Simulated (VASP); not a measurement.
All values below come from PBE GGA, VASP's PBE PAW potentials (set 64) (plane waves; VASP).

VASP input:

### POSCAR
```
Co3As
1
    0.0000000000     2.9138740000     2.9138740000
    2.9138740000     0.0000000000     2.9138740000
    2.9138740000     2.9138740000     0.0000000000
As Co
1 3
Direct
  0.0000000000   0.0000000000   0.0000000000
  0.5000000000   0.5000000000   0.5000000000
  0.2500000000   0.2500000000   0.2500000000
  0.7500000000   0.7500000000   0.7500000000
```

INCAR:
```
! general
SYSTEM   =  Co3As
PREC     =  Accurate
ENCUT    =  400
LREAL    =  F
LASPH    =  T

! electronic loop
EDIFF    =  1E-6
NELM     =  100
ALGO     =  Normal
LMAXMIX  =  4

! smearing
ISMEAR   =  0
SIGMA    =  0.05

! functional
GGA      =  PE

! spin
ISPIN    =  2
MAGMOM   =  0.0 3*3.0
NUPDOWN  =  7

! ions
ISIF     =  2

! output
LWAVE    =  F
LCHARG   =  F
LORBIT   =  10
```

**KPOINTS**
```
Automatic mesh
0
Gamma
6 6 6
0 0 0
```

POTCAR, in this order: As Co (PBE.64 set). Program: vasp_std.

Task: What will the output report for the number of irreducible k-points (NKPTS), number of bands (NBANDS), largest plane-wave count, number of space-group operations, FFT grid (NGX, NGY, NGZ)?

Result: 
| Property | Value |
|---|---|
| number of irreducible k-points (NKPTS) | 16 |
| number of bands (NBANDS) | 25 |
| largest plane-wave count | 934 |
| number of space-group operations | 48 |
| FFT grid (NGX, NGY, NGZ) | 28 × 28 × 28 |

The structure was generated: Co3As was put into the D03 type (Fm-3m), which need not be its known phase. The cell was not relaxed at this level. The run is one of a series of settings (NUPDOWN = 7 against the base run), some of them coarse on purpose.
